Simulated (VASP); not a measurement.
# SnF3 (Fm-3m) in VASP: single point with LDA

Aim: the single point of SnF3 with LDA.

Program: VASP 6.6.1. These are calculated values, not measurements. Logs are shortened: lines on timing, memory, paths and dates and some standing lists are left out, and cuts for length are marked.

## 1. The structure

Symmetry: Fm-3m, No. 225, cubic system. The conventional cell has a = 8.321 Å, b = 8.321 Å, c = 8.321 Å, α = 90.00°, β = 90.00°, γ = 90.00°. Sn (site symmetry m-3m) has 6 F at 2.30 Å as nearest neighbours. Sn (site symmetry m-3m) has 6 F at 1.86 Å as nearest neighbours. F (site symmetry 4mm) is surrounded by 1 Sn at 1.86 Å.

## 2. Single point, LDA

File INCAR:

```
SYSTEM = SnF3
  ALGO = Normal
  EDIFF = 1E-6
  ENCUT = 520
  ISIF = 2
  ISMEAR = 0
  LASPH = .TRUE.
  LCHARG = .FALSE.
  LREAL = .FALSE.
  LWAVE = .FALSE.
  NBANDS = 45
  NELM = 60
  PREC = Accurate
  SIGMA = 0.1
```

File KPOINTS:

```
k-points
0
G
  4 4 4
  0 0 0
```

File POSCAR:

```
SnF3
1.0
    0.0000000000      4.1605000000      4.1605000000
    4.1605000000      0.0000000000      4.1605000000
    4.1605000000      4.1605000000      0.0000000000
Sn F
2 6
Direct
    0.0000000000      0.0000000000      0.0000000000
    0.5000000000      0.5000000000      0.5000000000
    0.7240000000      0.2760000000      0.2760000000
    0.2760000000      0.7240000000      0.2760000000
    0.2760000000      0.7240000000      0.7240000000
    0.7240000000      0.2760000000      0.7240000000
    0.2760000000      0.2760000000      0.7240000000
    0.7240000000      0.7240000000      0.2760000000
```

Potentials or basis: VASP PAW LDA potentials, release 64 (Sn_d, F).

Command:

```console
$ cat potpaw_LDA.64/Sn_d/POTCAR potpaw_LDA.64/F/POTCAR > POTCAR
$ mpirun -np 1 vasp_std > vasp.out
```

OUTCAR:

```text
SYSTEM = SnF3
   EDIFF = 1E-6
   ENCUT = 520
   ISIF = 2
   ISMEAR = 0
   LASPH = .TRUE.
   LREAL = .FALSE.
   NELM = 60
   PREC = Accurate

 ion  position               nearest neighbor table
   1  0.000  0.000  0.000-   3 2.30   4 2.30   5 2.30   6 2.30   7 2.30   8 2.30
   2  0.500  0.500  0.500-   3 1.86   4 1.86   5 1.86   6 1.86   7 1.86   8 1.86
   3  0.724  0.276  0.276-   2 1.86   1 2.30
   4  0.276  0.724  0.276-   2 1.86   1 2.30
   5  0.276  0.724  0.724-   2 1.86   1 2.30
   6  0.724  0.276  0.724-   2 1.86   1 2.30
   7  0.276  0.276  0.724-   2 1.86   1 2.30
   8  0.724  0.724  0.276-   2 1.86   1 2.30

  LATTYP: Found a face centered cubic cell.
 ALAT       =     8.3210000000

  Lattice vectors:

 A1 = (   0.0000000000,   4.1605000000,   4.1605000000)
 A2 = (   4.1605000000,   0.0000000000,   4.1605000000)
 A3 = (   4.1605000000,   4.1605000000,   0.0000000000)

Analysis of symmetry for initial positions (statically):
=====================================================================
 Subroutine PRICEL returns:
 Original cell was already a primitive cell.

 Routine SETGRP: Setting up the symmetry group for a
 face centered cubic supercell.

 Subroutine GETGRP returns: Found 48 space group operations
 (whereof 48 operations were pure point group operations)
 out of a pool of 48 trial point group operations.

The static configuration has the point symmetry O_h .

Analysis of symmetry for dynamics (positions and initial velocities):
=====================================================================
 Subroutine PRICEL returns:
 Original cell was already a primitive cell.

 Routine SETGRP: Setting up the symmetry group for a
 face centered cubic supercell.

 Subroutine GETGRP returns: Found 48 space group operations
 (whereof 48 operations were pure point group operations)
 out of a pool of 48 trial point group operations.

The dynamic configuration has the point symmetry O_h .

 Subroutine INISYM returns: Found 48 space group operations
 (whereof 48 operations are pure point group operations),
 and found     1 'primitive' translations

----------------------------------------------------------------------------------------

                                     Primitive cell

  volume of cell :     144.0345

  direct lattice vectors                    reciprocal lattice vectors
     0.000000000  4.160500000  4.160500000    -0.120177863  0.120177863  0.120177863
     4.160500000  0.000000000  4.160500000     0.120177863 -0.120177863  0.120177863
     4.160500000  4.160500000  0.000000000     0.120177863  0.120177863 -0.120177863

  length of vectors
     5.883835526  5.883835526  5.883835526     0.208154165  0.208154165  0.208154165

  position of ions in fractional coordinates (direct lattice)
     0.000000000  0.000000000  0.000000000
     0.500000000  0.500000000  0.500000000
     0.724000000  0.276000000  0.276000000
     0.276000000  0.724000000  0.276000000
     0.276000000  0.724000000  0.724000000
     0.724000000  0.276000000  0.724000000
     0.276000000  0.276000000  0.724000000
     0.724000000  0.724000000  0.276000000

  ion indices of the primitive-cell ions
   primitive index   ion index
                 1           1
                 2           2
                 3           3
                 4           4
                 5           5
                 6           6
                 7           7
                 8           8

----------------------------------------------------------------------------------------

 KPOINTS: k-points

Automatic generation of k-mesh.
 Grid dimensions read from file:
 generate k-points for:    4    4    4

 Generating k-lattice:

  Cartesian coordinates                     Fractional coordinates (reciprocal lattice)
    -0.030044466  0.030044466  0.030044466     0.250000000  0.000000000  0.000000000
     0.030044466 -0.030044466  0.030044466     0.000000000  0.250000000  0.000000000
     0.030044466  0.030044466 -0.030044466     0.000000000  0.000000000  0.250000000

  Length of vectors
     0.052038541  0.052038541  0.052038541

  Shift w.r.t. Gamma in fractional coordinates (k-lattice)
     0.000000000  0.000000000  0.000000000

 Subroutine IBZKPT returns following result:
 ===========================================

 Found      8 irreducible k-points:

 Following reciprocal coordinates:
            Coordinates               Weight
  0.000000  0.000000  0.000000      1.000000
  0.250000  0.000000  0.000000      8.000000
  0.500000  0.000000  0.000000      4.000000
  0.250000  0.250000  0.000000      6.000000
  0.500000  0.250000  0.000000     24.000000
 -0.250000  0.250000  0.000000     12.000000
  0.500000  0.500000  0.000000      3.000000
 -0.250000  0.500000  0.250000      6.000000
   k-points           NKPTS =      8   k-points in BZ     NKDIM =      8   number of bands    NBANDS=     45
   number of dos      NEDOS =    301   number of ions     NIONS =      8
   total plane-waves  NPLWV = 110592
   dimension x,y,z NGX =    48 NGY =   48 NGZ =   48
   dimension x,y,z NGXF=    96 NGYF=   96 NGZF=   96
   ions per type =               2   6
   NGX,Y,Z   is equivalent  to a cutoff of  13.56, 13.56, 13.56 a.u.
   NGXF,Y,Z  is equivalent  to a cutoff of  27.12, 27.12, 27.12 a.u.
 SYSTEM =  SnF3
   PREC   = accura    normal or accurate (medium, high low for compatibility)
   ISTART =      0    job   : 0-new  1-cont  2-samecut
   ICHARG =      2    charge: 1-file 2-atom 10-const
   ISPIN  =      1    spin polarized calculation?
   LNONCOLLINEAR =      F non collinear calculations
   LSORBIT =      F    spin-orbit coupling
   LASPH  =      T    aspherical Exc in radial PAW
   ENCUT  =  520.0 eV  38.22 Ry    6.18 a.u.  10.94 10.94 10.94*2*pi/ulx,y,z
   NELM   =     60;   NELMIN=  2; NELMDL= -5     # of ELM steps
   EDIFF  = 0.1E-05   stopping-criterion for ELM
   LREAL  =      F    real-space projection
   EDIFFG = 0.1E-04   stopping-criterion for IOM
   NSW    =      0    number of steps for IOM
   IBRION =     -1    ionic relax: 0-MD 1-quasi-New 2-CG
   NFREE  =      0    steps in history (QN), initial steepest desc. (CG)
   ISIF   =      2    stress and relaxation
   ISYM   =      2    0-nonsym 1-usesym 2-fastsym
   POTIM  = 0.5000    time-step for ionic-motion
   TEBEG  =    0.0;   TEEND  =   0.0 temperature during run
   PSTRESS=    0.0 pullay stress
   NELECT =      70.0000    total number of electrons
   NUPDOWN=      -1.0000    fix difference up-down
   EMIN   =  10.00;   EMAX   =-10.00  energy-range for DOS
   EFERMI =   0.00;   METHOD = LEGACY
   ISMEAR =     0;   SIGMA  =   0.10  broadening in eV -4-tet -1-fermi 0-gaus
   EFERMI_NEDOS =   21; number of points for ismear=-14 and -15
   IALGO  =     38    algorithm
   IMIX   =      4    mixing-type and parameters
     AMIX     =   0.40;   BMIX     =  1.00
     AMIX_MAG =   1.60;   BMIX_MAG =  1.00
  volume/ion in A,a.u.               =      18.00       121.50
  Fermi-wavevector in a.u.,A,eV,Ry     =   1.287119  2.432302 22.540431  1.656675
  Thomas-Fermi vector in A             =   2.419152
   LORBIT       =      0    0 simple, 1 ext, 2 COOP (PROOUT), +10 PAW based schemes
   GGA     = CA    functional components
   LHFCALC =     F    Hartree Fock is set to
   AEXX    =    0.0000 exact exchange contribution
   IVDW    =     0    specifies the selected vdW correction
   LEPSILON=     F    determine dielectric tensor
   LRPA    =     F    only Hartree local field effects (RPA)
 non-spin polarized calculation
 Gauss-broadening in eV      SIGMA  =   0.10
  energy-cutoff  :      520.00
  volume of cell :      144.03
 maximum number of plane-waves:      3895
 NGX is ok and might be reduce to    48

 number of electron      69.9999952 magnetization

 Free energy of the ion-electron system (eV)
  ---------------------------------------------------
  ext. energy  EPLUGINS =         0.00000000
  ---------------------------------------------------
  free energy    TOTEN  =       -40.84643200 eV

  energy without entropy =      -40.84643200  energy(sigma->0) =      -40.84643200

 E-fermi :   1.2282     XC(G=0):  -8.6638

 val. band max:        0.7244617366   @ k =   0.5000   0.5000   0.0000
 cond. band min:       4.0053511957   @ k =   0.5000   0.0000   0.0000
 fundamental gap:      3.2808894592
 Fermi energy:         1.2282201240

 k-point     1 :       0.0000    0.0000    0.0000
  band No.  band energies     occupation
      1     -23.4831      2.00000
      2     -23.4831      2.00000
      3     -23.2031      2.00000
      4     -22.3265      2.00000
      5     -22.3265      2.00000
      6     -22.3265      2.00000
[... 37 lines left out ...]
     44      10.8405      0.00000
     45      11.6903      0.00000

 k-point     2 :       0.2500    0.0000    0.0000
  band No.  band energies     occupation
      1     -23.4720      2.00000
      2     -23.4720      2.00000
      3     -23.1655      2.00000
      4     -22.3745      2.00000
      5     -22.3626      2.00000
      6     -22.3626      2.00000
[... 37 lines left out ...]
     44      11.2966      0.00000
     45      11.2974      0.00000

 k-point     3 :       0.5000    0.0000    0.0000
  band No.  band energies     occupation
      1     -23.4604      2.00000
      2     -23.4604      2.00000
      3     -23.1226      2.00000
      4     -22.4275      2.00000
      5     -22.3979      2.00000
      6     -22.3979      2.00000
[... 229 lines left out ...]
     44      11.0760      0.00000
     45      12.4854      0.00000

 k-point     8 :      -0.2500    0.5000    0.2500
  band No.  band energies     occupation
      1     -23.4999      2.00000
      2     -23.4674      2.00000
      3     -23.1448      2.00000
      4     -22.4077      2.00000
      5     -22.3347      2.00000
      6     -22.3347      2.00000
[... 37 lines left out ...]
     44      11.1928      0.00000
     45      11.2307      0.00000

------------------------ aborting loop because EDIFF is reached ----------------------------------------

  FORCE on cell =-STRESS in cart. coord.  units (eV):
  Direction    XX          YY          ZZ          XY          YZ          ZX
  --------------------------------------------------------------------------------------
  -------------------------------------------------------------------------------------
  Total       12.6182624     12.6182624     12.6182624      0.0000000      0.0000000      0.0000000
  in kB      140.3600656    140.3600656    140.3600656      0.0000000      0.0000000      0.0000000
  external PRESSURE =     140.3600656 kB  Pullay stress =       0.0000000 kB

 VOLUME and BASIS-vectors are now :
 -----------------------------------------------------------------------------
  energy-cutoff  :      520.00
  volume of cell :      144.03
      direct lattice vectors                 reciprocal lattice vectors
     0.000000000  4.160500000  4.160500000    -0.120177863  0.120177863  0.120177863
     4.160500000  0.000000000  4.160500000     0.120177863 -0.120177863  0.120177863
     4.160500000  4.160500000  0.000000000     0.120177863  0.120177863 -0.120177863

 POSITION                                       TOTAL-FORCE (eV/Angst)
 -----------------------------------------------------------------------------------
      0.00000      0.00000      0.00000        -0.000000      0.000000     -0.000000
      4.16050      4.16050      4.16050        -0.000000      0.000000     -0.000000
      2.29660      4.16050      4.16050        -2.753693      0.000000     -0.000000
      4.16050      2.29660      4.16050        -0.000000     -2.753693     -0.000000
      6.02440      4.16050      4.16050         2.753693      0.000000     -0.000000
      4.16050      6.02440      4.16050        -0.000000      2.753693     -0.000000
      4.16050      4.16050      2.29660        -0.000000      0.000000     -2.753693
      4.16050      4.16050      6.02440        -0.000000      0.000000      2.753693
 -----------------------------------------------------------------------------------
    total drift:                               -0.000000     -0.000000     -0.000000

  FREE ENERGIE OF THE ION-ELECTRON SYSTEM (eV)
  ---------------------------------------------------
  free  energy   TOTEN  =       -40.8464320017 eV

  energy  without entropy=      -40.8464320017  energy(sigma->0) =      -40.84643200
```

It took 42 s on 1 thread of Intel Xeon Platinum 8488C (Sapphire Rapids), shared host; peak memory 0.25 GiB.

What came out:

```
Free energy            : -40.8464 eV
Pressure               : 14.0 GPa
Largest force          : 2.754 eV/Å
Band gap on the k mesh : 3.28 eV, indirect (least direct gap 3.99 eV)
```

Forces on the atoms (eV/Å):
```
Sn   0.000  0.000  0.000
Sn   0.000  0.000  0.000
F   -2.754  0.000  0.000
F    0.000 -2.754  0.000
F    2.754  0.000  0.000
F    0.000  2.754  0.000
F    0.000  0.000 -2.754
F    0.000  0.000  2.754
```

Levels at points of the mesh, in eV from the valence-band top:
```csv
k point,band 33,band 34,band 35,band 36,band 37,band 38
"(0.00, 0.00, 0.00)",-3.32,-3.32,-2.34,5.16,5.16,5.16
"(0.50, 0.00, 0.00)",-3.49,-3.45,-0.71,3.28,5.91,5.91
"(0.50, 0.50, 0.00)",-3.66,-3.32,0.00,4.98,5.31,5.31
```

Caveat: spin-orbit coupling is left out, which moves the levels of the heavy elements; forces of over 1 eV/Å show positions far from the minimum, so gaps and moduli don't describe the material at rest.
